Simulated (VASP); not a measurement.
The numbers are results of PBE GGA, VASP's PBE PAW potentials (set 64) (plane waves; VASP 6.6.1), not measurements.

A VASP calculation is set up with these files.

**POSCAR**
```
TePb
1.0
  0.0000000000   3.2708950000   3.2708950000
  3.2708950000   0.0000000000   3.2708950000
  3.2708950000   3.2708950000   0.0000000000
Te Pb
1 1
Direct
  0.0000000000   0.0000000000   0.0000000000
  0.5000000000   0.5000000000   0.5000000000
```

File KPOINTS:
```
Automatic mesh
0
Gamma
6 6 6
0 0 0
```

**INCAR**
```
SYSTEM = TePb
PREC = Accurate
ENCUT = 480
EDIFF = 1E-6
NELM = 100
ALGO = Normal
LREAL = .FALSE.
LASPH = .TRUE.
ISMEAR = 0
SIGMA = 0.05
GGA = PE
LMAXMIX = 4
LWAVE = .FALSE.
LCHARG = .FALSE.
IBRION = 2
ISIF = 3
NSW = 60
EDIFFG = -0.01
```

POTCAR, in this order: Te Pb (PBE.64 set). Program: vasp_std.

The resulting files:

**OUTCAR**
```
 ion  position               nearest neighbor table
   1  0.000  0.000  0.000-   2 3.27   2 3.27   2 3.27   2 3.27   2 3.27   2 3.27
   2  0.500  0.500  0.500-   1 3.27   1 3.27   1 3.27   1 3.27   1 3.27   1 3.27
  LATTYP: Found a face centered cubic cell.
 ALAT       =     6.5417900000
 Subroutine PRICEL returns:
 Original cell was already a primitive cell.
 Subroutine GETGRP returns: Found 48 space group operations
The static configuration has the point symmetry O_h .
The dynamic configuration has the point symmetry O_h .
 Subroutine INISYM returns: Found 48 space group operations
 Subroutine IBZKPT returns following result:
 Found     16 irreducible k-points:

 Following reciprocal coordinates:
            Coordinates               Weight
  0.000000  0.000000  0.000000      1.000000
  0.166667  0.000000  0.000000      8.000000
  0.333333  0.000000  0.000000      8.000000
  0.500000  0.000000  0.000000      4.000000
  0.166667  0.166667  0.000000      6.000000
  0.333333  0.166667  0.000000     24.000000
  0.500000  0.166667  0.000000     24.000000
 -0.333333  0.166667  0.000000     24.000000
 -0.166667  0.166667  0.000000     12.000000
  0.333333  0.333333  0.000000      6.000000
  0.500000  0.333333  0.000000     24.000000
 -0.333333  0.333333  0.000000     12.000000
  0.500000  0.500000  0.000000      3.000000
  0.500000  0.333333  0.166667     24.000000
 -0.333333  0.333333  0.166667     24.000000
 -0.333333  0.500000  0.166667     12.000000
   k-points           NKPTS =     16   k-points in BZ     NKDIM =     16   number of bands    NBANDS=      9
   number of dos      NEDOS =    301   number of ions     NIONS =      2
   total plane-waves  NPLWV =  46656
   dimension x,y,z NGX =    36 NGY =   36 NGZ =   36
   dimension x,y,z NGXF=    72 NGYF=   72 NGZF=   72
   ions per type =               1   1
   PREC   = accura    normal or accurate (medium, high low for compatibility)
   ISTART =      0    job   : 0-new  1-cont  2-samecut
...
```

OSZICAR:
```
       N       E                     dE             d eps       ncg     rms          rms(c)
DAV:   1     0.294103716317E+02    0.29410E+02   -0.33511E+03   288   0.789E+02
DAV:   2    -0.639763949554E+01   -0.35808E+02   -0.34800E+02   462   0.101E+02
DAV:   3    -0.766490801247E+01   -0.12673E+01   -0.12664E+01   351   0.232E+01
DAV:   4    -0.767568987691E+01   -0.10782E-01   -0.10781E-01   337   0.265E+00
DAV:   5    -0.767583816952E+01   -0.14829E-03   -0.14829E-03   342   0.294E-01    0.723E+00
DAV:   6    -0.754172216781E+01    0.13412E+00   -0.40223E-01   310   0.261E+00    0.449E+00
DAV:   7    -0.753842802412E+01    0.32941E-02   -0.16510E-01   322   0.187E+00    0.163E+00
DAV:   8    -0.753837374942E+01    0.54275E-04   -0.24281E-02   291   0.829E-01    0.438E-01
DAV:   9    -0.753841485430E+01   -0.41105E-04   -0.14720E-03   301   0.230E-01    0.186E-01
DAV:  10    -0.753841687689E+01   -0.20226E-05   -0.22852E-04   294   0.917E-02    0.123E-02
DAV:  11    -0.753842180618E+01   -0.49293E-05   -0.43809E-05   304   0.377E-02    0.250E-02
DAV:  12    -0.753842246872E+01   -0.66254E-06   -0.94456E-06   322   0.168E-02
   1 F= -.75384225E+01 E0= -.75384225E+01  d E =-.753842E+01
       N       E                     dE             d eps       ncg     rms          rms(c)
DAV:   1    -0.754219013826E+01   -0.37683E-02   -0.68561E-02   304   0.126E+00    0.289E-01
DAV:   2    -0.753963202982E+01    0.25581E-02   -0.67686E-03   289   0.411E-01    0.139E-01
DAV:   3    -0.753912445969E+01    0.50757E-03   -0.17945E-03   289   0.208E-01    0.793E-02
DAV:   4    -0.753907264313E+01    0.51817E-04   -0.59722E-05   314   0.514E-02    0.782E-02
DAV:   5    -0.753904926746E+01    0.23376E-04   -0.84030E-05   290   0.452E-02    0.338E-02
DAV:   6    -0.753905010249E+01   -0.83503E-06   -0.50004E-06   287   0.137E-02
   2 F= -.75390501E+01 E0= -.75390501E+01  d E =-.627634E-03
       N       E                     dE             d eps       ncg     rms          rms(c)
DAV:   1    -0.753924304200E+01   -0.19377E-03   -0.31711E-03   304   0.272E-01    0.621E-02
DAV:   2    -0.753912750589E+01    0.11554E-03   -0.30529E-04   297   0.875E-02    0.292E-02
DAV:   3    -0.753910639863E+01    0.21107E-04   -0.82007E-05   289   0.445E-02    0.174E-02
DAV:   4    -0.753910457727E+01    0.18214E-05   -0.26340E-06   247   0.110E-02    0.162E-02
DAV:   5    -0.753910387791E+01    0.69935E-06   -0.43831E-06   288   0.105E-02
   3 F= -.75391039E+01 E0= -.75391039E+01  d E =-.681409E-03
```

File OUTCAR:
```
------------------------ aborting loop because EDIFF is reached ----------------------------------------
  FORCE on cell =-STRESS in cart. coord.  units (eV):
  Direction    XX          YY          ZZ          XY          YZ          ZX
  --------------------------------------------------------------------------------------
  Total        0.0022473      0.0022473      0.0022473      0.0000000     -0.0000000      0.0000000
  in kB        0.0509906      0.0509906      0.0509906      0.0000000     -0.0000000      0.0000000
  external PRESSURE =       0.0509906 kB  Pullay stress =       0.0000000 kB
  volume of cell :       70.61
      direct lattice vectors                 reciprocal lattice vectors
    -0.000000000  3.280561878  3.280561878    -0.152412915  0.152412915  0.152412915
     3.280561878 -0.000000000  3.280561878     0.152412915 -0.152412915  0.152412915
     3.280561878  3.280561878 -0.000000000     0.152412915  0.152412915 -0.152412915
  FREE ENERGIE OF THE ION-ELECTRON SYSTEM (eV)
  ---------------------------------------------------
  free  energy   TOTEN  =        -7.5391038779 eV

  energy  without entropy=       -7.5391038779  energy(sigma->0) =       -7.53910388

 reached required accuracy - stopping structural energy minimisation
```
(Selected blocks of OUTCAR.)

CONTCAR:
```
TePb
   1.00000000000000
    -0.0000000000000000    3.2805618776255603    3.2805618776255603
     3.2805618776255603   -0.0000000000000000    3.2805618776255603
     3.2805618776255603    3.2805618776255603   -0.0000000000000000
  Te              Pb
     1     1
Direct
     0.0000000000000000    0.0000000000000000    0.0000000000000000
     0.5000000000000000    0.5000000000000000    0.5000000000000000
```

### OUTCAR
```
 val. band max:        4.0406068229   @ k =   0.5000   0.0000   0.0000

 cond. band min:       4.8672288466   @ k =   0.5000   0.0000   0.0000


 Fermi energy:         4.2772971634

 k-point     1 :       0.0000    0.0000    0.0000
  band No.  band energies     occupation
      1      -7.5989      2.00000
      2      -1.6575      2.00000
      3       2.8745      2.00000
      4       2.8745      2.00000
      5       2.8745      2.00000
      6       8.0735      0.00000
      7       8.0735      0.00000
      8       8.0735      0.00000
      9       9.9315      0.00000

 k-point     2 :       0.1667    0.0000    0.0000
  band No.  band energies     occupation
      1      -7.3778      2.00000
      2      -2.2863      2.00000
      3       2.9395      2.00000
      4       2.9395      2.00000
      5       3.1917      2.00000
      6       6.9451      0.00000
      7       7.1996      0.00000
      8       7.1996      0.00000
      9       9.8048      0.00000

 k-point     3 :       0.3333    0.0000    0.0000
  band No.  band energies     occupation
      1      -6.7794      2.00000
      2      -3.5360      2.00000
      3       3.1342      2.00000
      4       3.1342      2.00000
      5       3.6994      2.00000
      6       5.5543      0.00000
      7       5.9775      0.00000
      8       5.9775      0.00000
      9      10.6863      0.00000

 k-point     4 :       0.5000    0.0000    0.0000
  band No.  band energies     occupation
      1      -6.2795      2.00000
      2      -4.3117      2.00000
      3       3.2910      2.00000
      4       3.2910      2.00000
      5       4.0406      2.00000
      6       4.8672      0.00000
      7       5.4286      0.00000
      8       5.4286      0.00000
      9      12.3422      0.00000

 k-point     5 :       0.1667    0.1667    0.0000
  band No.  band energies     occupation
      1      -7.3084      2.00000
      2      -2.3304      2.00000
      3       2.4700      2.00000
...
```

Unless said otherwise, spin-orbit coupling is left out, though it shifts the bands of the heavy elements here.

The structure comes from a computed database's TePb entry (Fm-3m); how it stands against other phases isn't given here. This run relaxes it. Symmetry was kept, so distortions that lower it aren't found.
